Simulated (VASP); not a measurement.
Energy against volume of Li2S (antifluorite). Calculation: PBE GGA with D4 dispersion, VASP's PBE PAW potentials (set 64) (plane waves; VASP). Run with 520 eV cut-off, 7×7×7 Γ-centred mesh, Gaussian smearing of 0.050 eV, potentials Li_sv S.

| V (Å³/atom) | E (eV/atom) |
|---|---|
| 14.044 | -4.10072 |
| 14.492 | -4.10731 |
| 14.941 | -4.10962 |
| 15.389 | -4.10824 |

**Question.** Fit these four points and predict the energy of the run at 15.837 Å³/atom.

**Answer.** A cubic in V^(−2/3), the third-order Birch-Murnaghan form, passes through the four points with V0 = 14.99 Å³/atom and B0 = 43 GPa, and gives -4.1037 eV/atom there. The run gave -4.1037 eV/atom, +0.0 meV/atom from the fit; all five points give B0 = 43 GPa.

The compound is Li2S in the antifluorite structure. It was relaxed first.
